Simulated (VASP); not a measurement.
# VASP inputs for LiGeN (database structure)

INCAR

```
IBRION = -1
PREC = Accurate
LREAL = .FALSE.
NSW = 0
ENCUT = 520
GGA = PE
NBANDS = 31
LCHARG = .FALSE.
LASPH = .TRUE.
LWAVE = .FALSE.
EDIFF = 1E-7
SIGMA = 0.02
ISMEAR = -1
ISIF = 2
NELM = 120
```

KPOINTS

```
KPOINTS created by Atomic Simulation Environment
0
Gamma
12 12 4
0 0 0
```

KPOINTS_OPT

```
special points
9
Reciprocal
0.0000000000 0.0000000000 0.0000000000 1
0.5000000000 0.0000000000 0.0000000000 1
0.3333333333 0.3333333333 0.0000000000 1
0.0000000000 0.0000000000 0.5000000000 1
0.5000000000 0.0000000000 0.5000000000 1
0.3333333333 0.3333333333 0.5000000000 1
0.4500000000 0.0000000000 0.0000000000 1
0.1510420000 0.1510420000 0.0000000000 1
0.0000000000 0.5000000000 0.0000000000 1
```

POSCAR

```
Li Ge N
 1.0000000000000000
     2.9870692118055469   -0.0000000000285967   -0.0000000000000000
    -1.4935346058780083    2.5868778203002623    0.0000000000000000
    -0.0000000000000000    0.0000000000000000    9.3530577756445687
 Li  Ge  N
   2   2   2
Cartesian
  1.4935346059110282  0.8622926067476895  6.9510037834576419
  0.0000000000165101  1.7245852135239759  2.2744748956353575
 -0.0000000000000000 -0.0000000000000000  4.6655607347335568
  0.0000000000000000  0.0000000000000000  9.3420896225558412
  0.0000000000165101  1.7245852135239759  5.6364412709582483
  1.4935346059110282  0.8622926067476895  0.9599123831359641
```

VASP ran with the recommended PBE PAW datasets (44 valence electrons in the cell).

Estimate the main results of this run.

gap between bands v and c 1.51 eV; least direct gap 2.46 eV; pressure 3.1 GPa; largest force 0.47 eV/Å.

Band v is the last that the valence electrons fill when counted band by band, and c is the next. Levels in eV from the top of v:

| point | v−1 | v | c | c+1 |
| --- | --- | --- | --- | --- |
| Γ | -1.24 | -0.33 | 2.71 | 3.62 |
| M | -1.14 | -0.97 | 1.51 | 2.17 |
| K | -1.25 | -0.09 | 2.50 | 2.50 |
| A | -1.24 | -1.24 | 3.30 | 3.30 |
| L | -1.13 | -1.13 | 1.93 | 1.93 |
| H | -0.73 | -0.73 | 2.48 | 2.48 |
